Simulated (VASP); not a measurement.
A run of VASP 6.6.1:

File INCAR:

```
PREC     = Accurate       # precision mode
ENCUT    = 520            # plane-wave cutoff, eV
EDIFF    = 1E-7           # SCF threshold, eV
ISMEAR   = -1             # smearing method
SIGMA    = 0.05           # smearing width, eV
LREAL    = F              # projectors in reciprocal space
LASPH    = T              # aspherical terms in the spheres
NELM     = 80             # most SCF steps
ALGO     = Fast           # electronic algorithm
ISIF     = 2              # what is computed and relaxed
LWAVE    = F              # write WAVECAR
LCHARG   = T              # write CHGCAR
MAGMOM   = 0 0 0 0 0 0 0 0 0 0 0 0 0 0 0 0 0 0 # initial moments
LORBIT   = 11             # projections on sites
LSORBIT  = T              # spin-orbit coupling
GGA_COMPAT= F            
LMAXMIX  = 4              # l up to which the mixer works
GGA      = CA             # functional
LVHAR    = T            
LVACPOTAV= T
```

File KPOINTS:

```
regular mesh
0
Gamma
  6 6 1
```

File POSCAR:

```
MoS2
1.0
    3.1916000000      0.0000000000      0.0000000000
   -1.5958000000      2.7640070000      0.0000000000
    0.0000000000      0.0000000000     27.2770000000
S Mo
4 2
Direct
    0.6666670000      0.3333340000      0.3323300000
    0.6666670000      0.3333340000      0.4461980000
    0.3333330000      0.6666670000      0.5538020000
    0.3333330000      0.6666670000      0.6676700000
    0.3333330000      0.6666670000      0.3892940000
    0.6666670000      0.3333340000      0.6107070000
```

Potentials or basis: VASP PAW LDA potentials, release 64 (S, Mo_sv).

Command:

```console
$ cat potpaw_LDA.64/S/POTCAR potpaw_LDA.64/Mo_sv/POTCAR > POTCAR
$ mpirun -np 1 vasp_ncl > vasp.out
```

Hardware: 1 thread of AMD EPYC 7R13 Processor (Zen 3), on a shared host.

Q: Estimate the wall time of this run.

A: Wall time 6.8 min on 1 thread of AMD EPYC 7R13 Processor (Zen 3) (shared host), peak memory 0.64 GiB. Counts: scf iterations 29, k points 7.
